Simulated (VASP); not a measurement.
A run of VASP 6.6.1:

INCAR

```
PREC = Accurate
ENCUT = 520
EDIFF = 1E-8
ISMEAR = -1
SIGMA = 0.01
LREAL = False
LASPH = True
NELM = 100
ALGO = Normal
ISIF = 2
LWAVE = False
LCHARG = False
GGA = PE
LEFG = True
NBANDS = 26
```

KPOINTS

```
Automatic mesh
0
Gamma
  8 8 5
```

Contents of POSCAR:

```
ZnO
1.0
    3.2493987239      0.0000000000      0.0000000000
   -1.6246993619      2.8140618419      0.0000000000
    0.0000000000      0.0000000000      5.2038000000
Zn O
2 2
Direct
    0.3333333333      0.6666666667      0.0000000000
    0.6666666667      0.3333333333      0.5000000000
    0.3333333333      0.6666666667      0.3821000000
    0.6666666667      0.3333333333      0.8821000000
```

Potentials or basis: VASP PAW PBE potentials, release 64 (Zn, O).

The run is started by

```bash
$ cat potpaw_PBE.64/Zn/POTCAR potpaw_PBE.64/O/POTCAR > POTCAR
$ mpirun -np 1 vasp_std > vasp.out
```

Hardware: 1 thread of Intel(R) Xeon(R) Platinum 8488C (Sapphire Rapids) (shared host).

Q: How long does it take, and how much memory?

A: Wall time 44 s on 1 thread of Intel(R) Xeon(R) Platinum 8488C (Sapphire Rapids), with other jobs on the host, peak memory 0.17 GiB. Counts: scf iterations 18, k points 30.
